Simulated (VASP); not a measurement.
Given:

```
PtTe2
1.0
    2.03772    -3.52944     0.00000
    2.03772     3.52944     0.00000
    0.00000     0.00000     5.20860
Te Pt
2 1
Cartesian
  2.03772   1.17648   1.36757
  2.03772  -1.17648   3.84104
  0.00000   0.00000   0.00000
```

The numbers are results of rev-vdW-DF2, VASP's PBE PAW potentials (set 64) (plane waves; VASP 6.6.1), not measurements. Settings: 520 eV cut-off, 10×10×7 Γ-centred mesh, tetrahedra with Blöchl corrections, potentials Te Pt.

The cores are frozen, which limits the accuracy of field gradients.

Q: Give the principal components of the electric field gradient (V/Å²) and the asymmetry η at each nucleus.

A: 
```tsv
atom	Vxx	Vyy	Vzz	η
Te1	1.7	1.7	-3.5	0.00
Te2	1.7	1.7	-3.5	0.00
Pt3	-58.3	-58.3	116.6	0.00
```

The compound is PtTe2 in the 1T layered structure. It was relaxed first.
